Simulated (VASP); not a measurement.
Runs of VASP 6.6.1 on NiO. It takes space group R-3m (No. 166, trigonal). Conventional cell: a = 2.876 Å, b = 2.876 Å, c = 6.992 Å, α = 90.00°, β = 90.00°, γ = 120.00°. Ni (site symmetry -3m) has 6 O at 2.03 Å as nearest neighbours. O (site symmetry -3m) has 6 Ni at 2.03 Å as nearest neighbours. The cell was built by a generator and needn't be a form met in nature.

```tsv
k mesh	cutoff (eV)	mesh quality	gap on the mesh (eV)	pressure (GPa)	moment (μB)
12 × 12 × 12	520	not flagged	none	24.9	1.50
9 × 9 × 9	520	not flagged	none	(a)	1.26
6 × 6 × 6	520	coarse	none	27.2	(b)
9 × 9 × 9	400	not flagged	none	-	1.37
15 × 15 × 15	520	not flagged	none	23.4	1.36
9 × 9 × 9	700	not flagged	none	22.3	1.26
9 × 9 × 9	450	not flagged	none	-	1.26
9 × 9 × 9	600	not flagged	none	22.4	1.26
```

Alike in all rows: task single point; level PBE; potentials or basis VASP PAW PBE potentials, release 64 (Ni, O); spin collinear, ferromagnetic start; cell as given; smearing gaussian 0.02 eV.

Question: Fill in the values left out.

Answer: (a) 22.6; (b) 1.70.

Caveats: some runs use coarse meshes; a cell with one magnetic atom can't hold antiferromagnetic order, which such compounds often take; semilocal functionals often make such compounds metallic where correlation or magnetic order opens a gap, which also shifts bond lengths; so large a pressure means that the cell lies far from this level's equilibrium, or that cutoff or potentials fall short (some runs); the cutoff is under 1.25 times the usual one of these potentials, so pressure, stress and relaxed cells hold a basis-set (Pulay) error (some runs).

A gap of «none» marks a metal or a gap under the smearing width.
